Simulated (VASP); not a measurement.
Consider the following.

```yaml
crystal:
  lattice:
    - [1.36346, -2.36159, 0.00000]
    - [1.36346, 2.36159, 0.00000]
    - [0.00000, 0.00000, 4.29561]
  atoms:
    - { symbol: Ru, position: [0.33333, 0.66667, 0.25000] }
    - { symbol: Ru, position: [0.66667, 0.33333, 0.75000] }
```

All values below come from PW91 GGA, VASP's PBE PAW potentials (set 64) (plane waves; VASP). Numerical set-up: 520 eV cut-off, 17×17×10 Γ-centred mesh, tetrahedra with Blöchl corrections, potentials Ru_pv.

Problem. What does the run give for the energy per atom (σ→0), band gap (on the k-mesh) with the smallest direct gap where there is one?

Solution. 
| Item | Result |
|---|---|
| band gap (on the k-mesh) | none (metal, semimetal or under 0.01 eV) |
| energy per atom (σ→0) | -9.215 eV/atom |

Total energies compare only between runs with the same potentials, cut-off and functional.

The compound is Ru in the hcp structure. It was relaxed first.
